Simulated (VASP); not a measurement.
An input for Ansatz (written as the equivalent of a VASP run, and not itself run):

Ansatz 0.2 input:
```yaml
crystal:
  lattice:
    - [0.0000000, 2.9821357, 2.9821357]
    - [2.9821357, 0.0000000, 2.9821357]
    - [2.9821357, 2.9821357, 0.0000000]
  atoms:
    - { symbol: Ba, position: [0.0000000, 0.0000000, 0.0000000] }
    - { symbol: F, position: [0.2500000, 0.2500000, 0.2500000] }
    - { symbol: F, position: [0.7500000, 0.7500000, 0.7500000] }
kpoints:
  mp_grid: { grid: [7, 7, 7] }
hamiltonian:
  xc: lda
  pseudopotentials: { kind: paw }
scf:
  occupations: { method: gaussian, width: 0.05 }
  max_iter: 100
relax:
  max_steps: 40
  f_tol: 0.02
  cell: { p_target: 5 }
output: { forces: true, stress: true, eigenvalues: true }
```

Question: Write the VASP files for the same calculation (LDA).

Answer: Several could match; the one computed here: 
POSCAR:
```
BaF2
1
   -0.0000000000     2.9821357483     2.9821357483
    2.9821357483     0.0000000000     2.9821357483
    2.9821357483     2.9821357483     0.0000000000
Ba F
1 2
Direct
  0.0000000000   0.0000000000   0.0000000000
  0.2500000000   0.2500000000   0.2500000000
  0.7500000000   0.7500000000   0.7500000000
```

### KPOINTS
```
Automatic mesh
0
Gamma
7 7 7
0 0 0
```

INCAR:
```
# general
SYSTEM   =  BaF2
PREC     =  Accurate
ENCUT    =  620
LREAL    =  .FALSE.
LASPH    =  .TRUE.

# electronic loop
EDIFF    =  1E-6
NELM     =  100
ALGO     =  Normal
LMAXMIX  =  4

# smearing
ISMEAR   =  0
SIGMA    =  0.05

# ions
IBRION   =  2
NSW      =  40
ISIF     =  3
EDIFFG   =  -0.02
PSTRESS  =  50

# output
LWAVE    =  .FALSE.
LCHARG   =  .FALSE.
```

POTCAR, in this order: Ba_sv F (LDA.64 set). Program: vasp_std.

The two are equivalent in intent, not identical: each code has its own PAW files, so the cut-off isn't converted (ENCUT is set for VASP's; basis.ecutwfc is left out, and Ansatz then takes the one that its files recommend); Ansatz stops its SCF on the density residual and VASP on the energy change (EDIFF); Ansatz's lda is the Perdew-Wang form, while the LDA potentials of VASP carry Perdew-Zunger's.

The compound is BaF2 in the fluorite structure. It was relaxed first under an external pressure of 5 GPa.
